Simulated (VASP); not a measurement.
# AgCl: input slips in a band-gap run and what they do, part 2 of 2

Aim: see how common mistakes in a band-structure run show up, on AgCl. The starting structure is a computed structure from the Materials Project. Cell and atoms stay as given unless a step says otherwise.

VASP 6.6.1.

Results so far: reference 0.636 eV; a wide metal-type smearing 0.636 eV.

## Step 5: Bands with one electron missing

Level of this step: LDA; plane waves and PAW (Ag, Cl) (VASP).

A slip made on purpose: one electron missing. Against step 2 the input has NELECT = 17 (also changed: NELM).

File INCAR:

```
SYSTEM = AgCl
PREC = Accurate
ENCUT = 350
EDIFF = 1E-06
NELM = 60
ISMEAR = 0
SIGMA = 0.03
LREAL = .FALSE.
ALGO = Normal
GGA = CA
NBANDS = 21
LORBIT = 11
LWAVE = .FALSE.
LCHARG = .FALSE.
KPAR = 4
NELECT = 17
```

File POSCAR:

```
AgCl
1.0
    0.0000000000      2.7726629968      2.7726629968
    2.7726629968      0.0000000000      2.7726629968
    2.7726629968      2.7726629968      0.0000000000
Ag Cl
1 1
Direct
    0.0000000000      0.0000000000      0.0000000000
    0.5000000000      0.5000000000      0.5000000000
```

File KPOINTS:

```
Automatic mesh
0
Gamma
6 6 6
0 0 0
```

File KPOINTS_OPT:

```
Line mode
10
Line-mode
Reciprocal
  0.00000000   0.00000000   0.00000000 GAMMA
  0.50000000   0.00000000   0.50000000 X

  0.50000000   0.00000000   0.50000000 X
  0.50000000   0.25000000   0.75000000 W

  0.50000000   0.25000000   0.75000000 W
  0.37500000   0.37500000   0.75000000 K

  0.37500000   0.37500000   0.75000000 K
  0.00000000   0.00000000   0.00000000 GAMMA

  0.00000000   0.00000000   0.00000000 GAMMA
  0.50000000   0.50000000   0.50000000 L

  0.50000000   0.50000000   0.50000000 L
  0.62500000   0.25000000   0.62500000 U

  0.62500000   0.25000000   0.62500000 U
  0.50000000   0.25000000   0.75000000 W

  0.50000000   0.25000000   0.75000000 W
  0.50000000   0.50000000   0.50000000 L

  0.50000000   0.50000000   0.50000000 L
  0.37500000   0.37500000   0.75000000 K

  0.62500000   0.25000000   0.62500000 U
  0.50000000   0.00000000   0.50000000 X
```

PAW data sets: Ag and Cl (LDA family, release 64).

The run is started by

```sh
mpirun -np 4 vasp_std
```

What it wrote:

```text
[... set-up lines as in an earlier step ...]
 entering main loop
       N       E                     dE             d eps       ncg     rms          rms(c)
DAV:   1     0.667685402406E+02    0.66769E+02   -0.57873E+03   704   0.501E+02
DAV:   2    -0.762849691968E+01   -0.74397E+02   -0.68322E+02   777   0.149E+02
DAV:   3    -0.102473436080E+02   -0.26188E+01   -0.25881E+01   805   0.275E+01
DAV:   4    -0.102648623966E+02   -0.17519E-01   -0.17516E-01   752   0.245E+00
DAV:   5    -0.102650603866E+02   -0.19799E-03   -0.19799E-03   828   0.253E-01BRMIX: very serious problems
 the old and the new charge density differ
 old charge density:    18.00000 new   17.00000
BRMIX: very serious problems
 the old and the new charge density differ
 old charge density:    18.00000 new   17.00000
BRMIX: very serious problems
 the old and the new charge density differ
 old charge density:    18.00000 new   17.00000
BRMIX: very serious problems
 the old and the new charge density differ
 old charge density:    18.00000 new   17.00000
    0.720E+00
[...]
DAV:  11    -0.954661440776E+01   -0.10503E-04   -0.89821E-06   787   0.225E-02    0.126E-02
DAV:  12    -0.954661452064E+01   -0.11288E-06   -0.44261E-07   543   0.406E-03
   1 F= -.95466145E+01 E0= -.95445427E+01  d E =-.414368E-02
 Start KPOINTS_OPT (optional k-point list driver)
k-point batch [1-16\100]
       N       E                     dE             ncg
DAV:   1     0.948618358248E+03   -0.49776E+04      704
DAV:   2    -0.272585480685E+03   -0.12212E+04      762
DAV:   3    -0.315483098990E+03   -0.42898E+02      813
DAV:   4    -0.315795978542E+03   -0.31288E+00      815
DAV:   5    -0.315800215937E+03   -0.42374E-02      811
DAV:   6    -0.315800298054E+03   -0.82117E-04      847
DAV:   7    -0.315800299877E+03   -0.18231E-05      766
DAV:   8    -0.315800299944E+03   -0.67278E-07      580
[...]
k-point batch [97-100\100]
       N       E                     dE             ncg
DAV:   1     0.616782526447E+04   -0.17578E+04      176
DAV:   2     0.587303582647E+04   -0.29479E+03      201
DAV:   3     0.586421197153E+04   -0.88239E+01      208
DAV:   4     0.586414724499E+04   -0.64727E-01      198
DAV:   5     0.586414638259E+04   -0.86240E-03      227
DAV:   6     0.586414636655E+04   -0.16039E-04      206
DAV:   7     0.586414636620E+04   -0.34766E-06      211
```

Wall time 6.2 s (4 MPI ranks of Intel Xeon Platinum 8375C at 2.90GHz (Ice Lake), shared host); peak memory 0.5 GiB.

OUTCAR, selected parts (step 5):

```text
  Total      -13.7608604    -13.7608604    -13.7608604     -0.0000000      0.0000000      0.0000000
  in kB     -517.1718971   -517.1718971   -517.1718971     -0.0000000      0.0000000      0.0000000
  external PRESSURE =    -517.1718971 kB  Pullay stress =       0.0000000 kB

 POSITION                                       TOTAL-FORCE (eV/Angst)
 -----------------------------------------------------------------------------------
      0.00000      0.00000      0.00000         0.000000      0.000000      0.000000
      2.77266      2.77266      2.77266        -0.000000     -0.000000      0.000000
 -----------------------------------------------------------------------------------
    total drift:                                0.000000     -0.000000     -0.000000

  FREE ENERGIE OF THE ION-ELECTRON SYSTEM (eV)
  ---------------------------------------------------
  free  energy   TOTEN  =        -9.5466145206 eV

  energy  without entropy=       -9.5424708397  energy(sigma->0) =       -9.54454268

[... 2 parts as in an earlier step ...]

[... 1 further part left out ...]
[key lines of the parts left out:]
E-fermi :   2.2139
```

With one electron missing there is no gap to read, since by its occupations the run counts as a metal (its levels may still leave one).

## Step 6: Bands with a k mesh far too coarse and no band path

A slip made on purpose: a k mesh far too coarse and no band path. Against step 2 the input has a 3×3×3 mesh and no band path (also changed: NELM, NBANDS, KPAR and NCORE).

Edit INCAR of step 5 so:

```diff
@@ -10,3 +10,3 @@
 GGA = CA
-NBANDS = 21
+NBANDS = 15
 LORBIT = 11
@@ -14,3 +14,3 @@
 LCHARG = .FALSE.
-KPAR = 4
-NELECT = 17
+KPAR = 2
+NCORE = 2
```

POSCAR is that of step 5.

File KPOINTS:

```
Automatic mesh
0
Gamma
3 3 3
0 0 0
```

The run is started by

```sh
mpirun -np 4 vasp_std
```

What it wrote:

```text
[banner, memory and clock lines left out]
running    4 mpi-ranks, on    1 nodes
[...]
LDA part: xc-table for (Slater(with rela. corr.)+CA(PZ))
 , standard interpolation
 POSCAR, INCAR and KPOINTS ok, starting setup
[...]
entering main loop
       N       E                     dE             d eps       ncg     rms          rms(c)
DAV:   1     0.615530571042E+02    0.61553E+02   -0.69061E+03   144   0.752E+02
DAV:   2    -0.519270460804E+01   -0.66746E+02   -0.63520E+02   155   0.182E+02
DAV:   3    -0.681338267685E+01   -0.16207E+01   -0.16195E+01   134   0.302E+01
DAV:   4    -0.682497877139E+01   -0.11596E-01   -0.11596E-01   141   0.278E+00
[...]
DAV:   9    -0.664324976342E+01    0.93028E-04   -0.22728E-04   134   0.226E-01    0.374E-02
DAV:  10    -0.664325919116E+01   -0.94277E-05   -0.30416E-05   148   0.500E-02    0.247E-02
DAV:  11    -0.664325876245E+01    0.42870E-06   -0.79605E-07    88   0.693E-03
   1 F= -.66432588E+01 E0= -.66432588E+01  d E =-.969887E-24
```

Run time: 2.4 s. Hardware: 4 MPI ranks; peak memory 0.42 GiB.

From OUTCAR (step 6):

```text
  Total       -1.4454142     -1.4454142     -1.4454142      0.0000000     -0.0000000      0.0000000
  in kB      -54.3227387    -54.3227387    -54.3227387      0.0000000     -0.0000000      0.0000000
  external PRESSURE =     -54.3227387 kB  Pullay stress =       0.0000000 kB

 POSITION                                       TOTAL-FORCE (eV/Angst)
 -----------------------------------------------------------------------------------
      0.00000      0.00000      0.00000         0.000000     -0.000000     -0.000000
      2.77266      2.77266      2.77266        -0.000000      0.000000      0.000000
 -----------------------------------------------------------------------------------
    total drift:                                0.000000     -0.000000     -0.000000

  FREE ENERGIE OF THE ION-ELECTRON SYSTEM (eV)
  ---------------------------------------------------
  free  energy   TOTEN  =        -6.6432587625 eV

  energy  without entropy=       -6.6432587625  energy(sigma->0) =       -6.64325876

[... 1 part as in an earlier step ...]

[... 2 further parts left out ...]
[key lines of the parts left out:]
E-fermi :   3.4337
```

With a k mesh far too coarse and no band path the gap is 1.014 eV, +0.377 eV from the reference, read on the mesh alone.

## Step 7: The runs compared

```csv
run,gap (eV),change (eV),core minutes
reference,0.636,-,0.493
no empty bands,-,-,0.213
a wide metal-type smearing,0.636,0.0,0.427
one electron missing,none,-,0.413
a k mesh far too coarse and no band path,1.014,0.377,0.16
```

Core minutes are wall time times ranks of the run shown, on a shared host.

## Step 8: Results

```json
{
  "reference gap": "0.636 eV",
  "gap with a wide metal-type smearing": "0.636 eV",
  "gap with one electron missing": "none to read from the occupations",
  "gap with a k mesh far too coarse and no band path": "1.014 eV",
  "run with no empty bands": "converged"
}
```

In words: The run without empty bands converged, and still can't show a gap. Finished, but with signs in the output that stand out against the reference: a wide metal-type smearing, with the gap changed by less than 0.01 eV (signs: a large entropy term in the energy); one electron missing, with no gap to read, since by its occupations the run counts as a metal (its levels may still leave one) (signs: a warning on the charge density and a stress of up to 51.7 GPa). Finished, and of the signs looked for here (warnings, stress, forces, entropy, moments, translations away from zero, imaginary modes) none stands out against the reference by the marks set here, though the gap is off: a k mesh far too coarse and no band path, with the gap changed by +0.38 eV. Further runs on this material are not shown.

[Lines on the potential files, build, host, timing and source positions are cut from VASP's logs without a mark.]

[Logs are printed without paths, hosts, clocks, repeated set-up lines and the standing remarks that a program may print on its own settings, such as how far it seeks lower states.]

[Hosts, paths, dates, database ids (printed as entryN), source tags and the programs' standing remarks are cut or masked in the printed files.]
